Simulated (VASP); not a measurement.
OSZICAR of a VASP run on Zn (space group P6_3/mmc):

File OSZICAR:
```
       N       E                     dE             d eps       ncg     rms          rms(c)
DAV:   1     0.743230502187E+02    0.74323E+02   -0.94462E+03  3152   0.163E+03
DAV:   2    -0.604705467190E+00   -0.74928E+02   -0.74120E+02  3192   0.247E+02
DAV:   3    -0.240995187233E+01   -0.18052E+01   -0.18024E+01  3864   0.470E+01
DAV:   4    -0.241368912851E+01   -0.37373E-02   -0.37371E-02  3600   0.214E+00
DAV:   5    -0.241369458206E+01   -0.54536E-05   -0.54535E-05  3808   0.678E-02    0.405E+00
DAV:   6    -0.222430532084E+01    0.18939E+00   -0.89533E-01  3128   0.201E+01    0.302E+00
DAV:   7    -0.221478048360E+01    0.95248E-02   -0.24430E-02  3840   0.274E+00    0.154E+00
DAV:   8    -0.221016522814E+01    0.46153E-02   -0.14737E-03  3984   0.660E-01    0.444E-02
DAV:   9    -0.221016807876E+01   -0.28506E-05   -0.23230E-04  4232   0.213E-01    0.309E-02
DAV:  10    -0.221016998568E+01   -0.19069E-05   -0.22623E-05  3352   0.670E-02    0.254E-03
DAV:  11    -0.221016969833E+01    0.28735E-06   -0.13104E-07  2152   0.380E-03
   1 F= -.22101697E+01 E0= -.22077725E+01  d E =-.479448E-02
```

Question: Which electronic solver shows in the log?

Answer: It is blocked Davidson (ALGO = Normal, or the opening steps of other solvers). The INCAR had ALGO = Normal.

Question: Can the final energy be trusted as converged?

Answer: The calculation finished and met its thresholds. It stopped with EDIFF = 1E-6, NELM = 100 (PBE GGA, plane waves, VASP's PBE PAW potentials (set 64)).

The structure is a typed Zn crystal (P6_3/mmc). The cell was not relaxed at this level.
